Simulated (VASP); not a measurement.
```xyz
4
Lattice="3.7859 0.0000 0.0000 0.0000 3.7859 0.0000 0.0000 0.0000 3.7859" Properties=species:S:1:pos:R:3 pbc="T T T"
Cu     1.8930     0.0000     0.0000
Cu     0.0000     1.8930     0.0000
Cu     0.0000     0.0000     1.8930
N      0.0000     0.0000     0.0000
```

Computed with PBE GGA with D3 dispersion (Becke-Johnson damping), VASP's PBE PAW potentials (set 64) (plane waves; VASP). Numerical set-up: 520 eV cut-off, 7×7×7 Γ-centred mesh, tetrahedra with Blöchl corrections, potentials Cu N.

Question: The job: Cu$_{3}$N (space group Pm-3m), 4 atoms, PBE-D3(BJ), static run, 520 eV, 7×7×7 Γ-centred mesh. Roughly how much core time does it take on a busy server core?

Answer: About 50 core-seconds (one run on a shared machine, a rough figure). It had 20 irreducible k-points, 23 bands, up to 1474 plane waves and 17 electronic steps.

The structure comes from a measured Cu3N entry (Pm-3m) of the Crystallography Open Database, whose conditions weren't checked. It was relaxed first.
